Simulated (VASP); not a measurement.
Cu:

```
Cu
1.0
     0.00000    1.81500    1.81500
     1.81500    0.00000    1.81500
     1.81500    1.81500    0.00000
Cu
1
Direct
  0.00000 0.00000 0.00000
```

The cell was built by a generator and needn't be a form met in nature.

| Property | Result |
| --- | --- |
| Program | VASP 6.6.1 |
| Task | relaxation of cell and atoms |
| Functional | PBEsol |
| Potentials or basis | VASP PAW PBE potentials, release 64 (Cu) |
| Cutoff | 600 eV |
| k mesh | 24 × 24 × 24 |
| Occupations | methfessel-paxton, width 0.2 eV |
| Spin | no spin polarisation |

At the start: pressure -7.3 GPa; volume 11.96 Å³/atom.

Q: Where does the relaxation end?

A: Over 3 steps the energy falls by 14.3 meV/atom and the volume is 11.37 Å³/atom (-5.0 %); space group Fm-3m (No. 225, to 0.05 Å).

Step by step:
```
step  energy change (eV)  largest force (eV/Å)  pressure (GPa)  volume (Å³)
   1              0.0000                0.0000           -7.33        11.96
   2             -0.0091                0.0000            5.23        11.04
   3             -0.0143                0.0000            0.00        11.37
```

Final structure:
```
Cu
1.0
     0.00000    1.78452    1.78452
     1.78452    0.00000    1.78452
     1.78452    1.78452    0.00000
Cu
1
Direct
  0.00000 0.00000 0.00000
```

Caveat: the PAW data sets were made with another functional, which shifts forces and pressure a little.
